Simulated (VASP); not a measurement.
Input of a VASP 6.6.1 run:

Contents of INCAR:

```
  ALGO = Normal
  EDIFF = 1E-6
  ENCUT = 520
  ISIF = 2
  ISMEAR = -1
  LASPH = True
  LCHARG = True
  LELF = True
  LREAL = False
  LVHAR = True
  LWAVE = False
  NBANDS = 18
  NELM = 100
  PREC = Accurate
  SIGMA = 0.05
```

Contents of KPOINTS:

```
k-points
0
Gamma
  9 9 9
```

The input POSCAR:

```
LaAg
1.0
    3.7085414645      0.0000000000      0.0000000000
    0.0000000000      3.7085414645      0.0000000000
    0.0000000000      0.0000000000      3.7085414645
La Ag
1 1
Direct
    0.5000000000      0.5000000000      0.5000000000
    0.0000000000      0.0000000000      0.0000000000
```

Potentials or basis: VASP PAW LDA potentials, release 64 (La, Ag).

Command:

```bash
$ cat potpaw_LDA.64/La/POTCAR potpaw_LDA.64/Ag/POTCAR > POTCAR
$ mpirun -np 1 vasp_std > vasp.out
```

(1) What does it give for the band gap on the k mesh?

(2) Predict the pressure.

## Answers

(1) none (metal or under the smearing width).

(2) 0.0 GPa.
